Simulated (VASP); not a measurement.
# InCl₃: screened Coulomb integrals of an active space by constrained RPA

InCl₃, molecule in box, 4 atoms in the cell.

| Functional | Screened U within a state, mean (eV) | Screened U' between states, mean (eV) | Screened J (eV) | Bare U within a state, mean (eV) | Bare U' between states, mean (eV) | Time (s) |
|---|---|---|---|---|---|---|
| LDA | 5.55 | 5.00 | 0.13 | 7.67 | 6.69 | 568 |
| PBE | 5.56 | 4.98 | 0.12 | 7.67 | 6.63 | 548 |
| r2SCAN | 5.79 | 5.16 | 0.12 | 7.78 | 6.66 | 788 |
| PBE0 | 5.98 | 5.27 | 0.12 | 7.70 | 6.51 | 645 |
| HSE06 | 5.81 | 5.12 | 0.12 | 7.72 | 6.52 | 824 |

Limits: the periodic box is only 6.79 Å wide at its narrowest and no larger one was tried.

## Input of the first row

INCAR.step1:
```
ALGO     = Normal         # electronic algorithm
EDIFF    = 1E-7           # SCF threshold, eV
ENCUT    = 350            # plane-wave cutoff, eV
GGA      = CA             # functional
ISMEAR   = -1             # smearing method
LASPH    = T              # aspherical terms in the spheres
LCHARG   = F              # write CHGCAR
LWAVE    = T              # write WAVECAR
NELM     = 150            # most SCF steps
PREC     = Accurate       # precision mode
SIGMA    = 0.02           # smearing width, eV
```

INCAR.step2, as INCAR.step1 but for:
```
- ALGO = Normal
- NELM = 150
+ ALGO = Exact
+ LOPTICS = T
+ NBANDS = 137
+ NELM = 1
```

INCAR.step3:
```
ALGO     = CRPA           # electronic algorithm
ENCUT    = 350            # plane-wave cutoff, eV
ENCUTGW  = 90             # cutoff of the response function
GGA      = CA             # functional
ISMEAR   = -1             # smearing method
LASPH    = T              # aspherical terms in the spheres
LCHARG   = F              # write CHGCAR
LOCALIZED_BASIS= BLOCH        
LWAVE    = F              # write WAVECAR
NBANDS   = 140            # bands
NCRPA_BANDS= 17 18        
NTARGET_STATES= 17 18        
PREC     = Accurate       # precision mode
PRECFOCK = Fast         
SIGMA    = 0.02           # smearing width, eV
```

KPOINTS:
```
k-points
0
Gamma
  1 1 1
```

POSCAR:
```
InCl3
1.0
    6.7900000000      0.0000000000      0.0000000000
    0.0000000000      8.4000000000      0.0000000000
    0.0000000000      0.0000000000      8.8300000000
Cl In
3 1
Direct
    0.4521575800      0.5958273900      0.7166930900
    0.6316568500      0.2974107200      0.3963193700
    0.3683431500      0.7025892800      0.2833069100
    0.4841605300      0.5319821400      0.4654020300
```

Commands (each step's output is kept before the next begins):
```
cat potpaw_LDA.64/Cl_GW/POTCAR potpaw_LDA.64/In_d_GW/POTCAR > POTCAR
cp INCAR.step1 INCAR
mpirun -np 4 vasp_std > vasp.out
cp INCAR.step2 INCAR
mpirun -np 4 vasp_std > vasp.out
cp INCAR.step3 INCAR
mpirun -np 4 vasp_std > vasp.out
```

Changes of the last row against the first:
```
(all steps)
- GGA = CA
+ GGA = PE
+ LHFCALC = True
+ HFSCREEN = 0.2
- cat potpaw_LDA.64/Cl_GW/POTCAR potpaw_LDA.64/In_d_GW/POTCAR > POTCAR
+ cat potpaw_PBE.64/Cl_GW/POTCAR potpaw_PBE.64/In_d_GW/POTCAR > POTCAR
```

VASP 6.6.1 took 568 s on 4 cores (Intel Xeon Platinum 8488C (Sapphire Rapids)), a shared host.
